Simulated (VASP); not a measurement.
VASP ran on this input.

### POSCAR
```
CsI
1.0
  4.4374477353   0.0000000000   0.0000000000
  0.0000000000   4.4374477353   0.0000000000
  0.0000000000   0.0000000000   4.4374477353
Cs I
1 1
Cart
  0.0000000000   0.0000000000   0.0000000000
  2.2187238677   2.2187238677   2.2187238677
```

KPOINTS:
```
Automatic mesh
0
Gamma
6 6 6
0 0 0
```

INCAR:
```
AGGAC = 0.0
ALGO = Normal
EDIFF = 1E-7
ENCUT = 520
GGA = MK
ISIF = 2
ISMEAR = 0
LASPH = .True.
LCHARG = .False.
LMAXMIX = 4
LREAL = .False.
LUSE_VDW = .True.
LWAVE = .False.
NELM = 100
PARAM1 = 0.1234
PARAM2 = 1.0
PREC = Accurate
SIGMA = 0.05
SYSTEM = CsI
```

POTCAR, in this order: Cs_sv I (PBE.64 set). Program: vasp_std.

**Question.** Write an equivalent input for Quantum ESPRESSO's pw.x.

**Answer.** One equivalent input (not run):
```
&CONTROL
  calculation = 'scf'
  pseudo_dir = './pseudo'
  outdir = './out'
  tprnfor = .true.
  tstress = .true.
/
&SYSTEM
  ibrav = 0
  nat = 2
  ntyp = 2
  ecutwfc = 70
  occupations = 'smearing'
  smearing = 'gaussian'
  degauss = 0.003675
  input_dft = 'vdw-df-ob86'
/
&ELECTRONS
  conv_thr = 7.3e-09
  electron_maxstep = 100
/
ATOMIC_SPECIES
  Cs 132.905 Cs.upf
  I 126.904 I.upf
CELL_PARAMETERS angstrom
     4.4374477    0.0000000    0.0000000
     0.0000000    4.4374477    0.0000000
     0.0000000    0.0000000    4.4374477
ATOMIC_POSITIONS crystal
  Cs   0.0000000  0.0000000  0.0000000
  I    0.5000000  0.5000000  0.5000000
K_POINTS automatic
  6 6 6 0 0 0
```
The two are equivalent in intent, not identical: the potentials are each code's own (VASP's PAW set, PseudoDojo norm-conserving files in pw.x), so ENCUT and ecutwfc are chosen apart and not converted; conv_thr bounds pw.x's estimated SCF error, while EDIFF bounds the energy change between steps.

The compound is CsI in the CsCl type structure. This cell is one point of a volume scan, at 0.94 of the reference volume.
